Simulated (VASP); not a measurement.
These are PBE GGA, VASP's PBE PAW potentials (set 64) (plane waves; VASP 6.6.1) values and carry that method's errors.

VASP ran on this input.

**INCAR**
```
SYSTEM=HfO2
PREC=Accurate; ENCUT=520; LREAL=F
LASPH=T; ISYM=0
EDIFF=1E-6; NELM=100; ALGO=Normal
LMAXMIX=6
ISMEAR=0; SIGMA=0.05
GGA=PE
ISIF=2
LWAVE=F; LCHARG=F
```

### POSCAR
```
HfO2
2.540
  0.0000000000   1.0000000000   1.0000000000
  1.0000000000   0.0000000000   1.0000000000
  1.0000000000   1.0000000000   0.0000000000
Hf O
1 2
Direct
  0.0000000000   0.0000000000   0.0000000000
  0.2500000000   0.2500000000   0.2500000000
  0.7500000000   0.7500000000   0.7500000000
```

KPOINTS:
```
kpoints
0
G
 8 8 8
0 0 0
```

POTCAR, in this order: Hf_pv O (PBE.64 set). Program: vasp_std.

**Question.** What will the output report for the number of irreducible k-points (NKPTS), number of bands (NBANDS), largest plane-wave count, FFT grid (NGX, NGY, NGZ)?

**Answer.** 
- number of irreducible k-points (NKPTS): 260
- number of bands (NBANDS): 15
- largest plane-wave count: 903
- FFT grid (NGX, NGY, NGZ): 28 × 28 × 28

The compound is HfO2 in the fluorite structure, the high-temperature cubic form, which is unstable at 0 K; the monoclinic form is the stable one. The cell was not relaxed at this level. The run is one of a series of settings (ISYM = 0 against the base run), some of them coarse on purpose.
